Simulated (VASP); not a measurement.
# B2P under changes of volume

One of the cells (10.612 Å³/atom); the others are scaled copies at fixed shape and fractional positions:

```xyz
3
Lattice="1.5252 0.8805 3.9509 -1.5252 0.8805 3.9509 0.0000 -1.7611 3.9509" Properties=species:S:1:pos:R:3 pbc="T T T"
B     0.0000    0.0000    5.0888
B     0.0000    0.0000    6.7638
P     0.0000    0.0000    0.0000
```

The cell was built by a generator and needn't be a form met in nature.

- Program: VASP 6.6.1
- Functional: PBE
- Potentials or basis: VASP PAW PBE potentials, release 64 (B, P)
- Cutoff: 520 eV
- k mesh: 10 × 10 × 10
- Occupations: fermi-dirac, width 0.05 eV
- Spin: no spin polarisation

```csv
volume (Å³/atom),energy over the lowest point (meV/atom),pressure (GPa),largest force (eV/Å)
9.779,17.44,10.7,0.060
9.988,?,?,?
10.196,0.00,2.9,0.073
10.612,0.86,-3.4,0.081
10.820,7.09,-6.2,0.083
11.028,16.70,-8.6,0.085
```

Question: What does the run at 9.988 Å³/atom give?

Answer: Energy over the lowest point 6.19 meV/atom; pressure 6.6 GPa; largest force 0.067 eV/Å.

Worked out: A Birch-Murnaghan fit of order 3 (a polynomial in V^(-2/3)) to the other rows has its minimum at 10.38 Å³/atom with B0 = V·E''(V) = 160 GPa and B' = 3.9 at fixed shape and positions, which overstates the stiffness. It gives 6.18 meV/atom at 9.988 Å³/atom, against the run's 6.19, and -dE/dV = 6.6 GPa, against 6.6.

Energies are extrapolated to zero smearing.
